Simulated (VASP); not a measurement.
These are rev-vdW-DF2, VASP's PBE PAW potentials (set 64) (plane waves; VASP) values and carry that method's errors.

The input files of a VASP run:

INCAR:
```
# general
SYSTEM  =PbO2
PREC    =Accurate
ENCUT   =520   # plane-wave cut-off (eV)
LREAL   =.False.
LASPH   =.True.   # aspherical one-centre terms

# electronic loop
EDIFF   =1E-6
NELM    =100
ALGO    =Normal   # blocked Davidson
LMAXMIX =4   # l cut-off of mixed one-centre charges

# smearing
ISMEAR  =0   # Gaussian
SIGMA   =0.05   # width (eV)

# functional
GGA     =MK
LUSE_VDW=.True.
AGGAC   =0.0
PARAM1  =0.1234568
PARAM2  =0.7114
ZAB_VDW =-1.8867

# ions
IBRION  =2   # conjugate gradients
NSW     =60
ISIF    =3
EDIFFG  =-0.02   # ionic stop

# output
LWAVE   =.False.
LCHARG  =.False.
```

File KPOINTS:
```
kpoints
0
gamma
  4 4 6
```

POSCAR:
```
PbO2
1.0
  5.0248020055   0.0000000000   0.0000000000
  0.0000000000   5.0248020055   0.0000000000
  0.0000000000   0.0000000000   3.4501169221
Pb O
2 4
direct
  0.0000000000   0.0000000000   0.0000000000
  0.5000000000   0.5000000000   0.5000000000
  0.3073757315   0.3073757315   1.0000000000
  0.8073757315   0.1926242685   0.5000000000
  0.1926242685   0.8073757315   0.5000000000
  0.6926242685   0.6926242685   0.0000000000
```

POTCAR, in this order: Pb_d O (PBE.64 set). Program: vasp_std.

What does the run give for the energy per atom (σ→0)?

```yaml
energy per atom (σ→0): -3.491 eV/atom
```

OSZICAR:
```
...
DAV:   8    -0.209762551032E+02    0.21924E-01   -0.49689E-01  2308   0.662E+00    0.121E+00
DAV:   9    -0.209470411438E+02    0.29214E-01   -0.11986E-01  2440   0.418E+00    0.142E-01
DAV:  10    -0.209484710501E+02   -0.14299E-02   -0.10406E-02  1635   0.582E-01    0.870E-02
DAV:  11    -0.209484554235E+02    0.15627E-04   -0.21812E-04  2326   0.139E-01    0.381E-02
DAV:  12    -0.209484411630E+02    0.14261E-04   -0.41943E-05  2233   0.443E-02    0.115E-02
DAV:  13    -0.209484394250E+02    0.17380E-05   -0.54633E-06  1904   0.217E-02    0.165E-03
DAV:  14    -0.209484391743E+02    0.25071E-06   -0.88302E-07  1183   0.961E-03
   1 F= -.20948439E+02 E0= -.20948415E+02  d E =-.209484E+02
```

The compound is PbO2 in the rutile structure. It was relaxed first. The start is the result of an earlier pass.
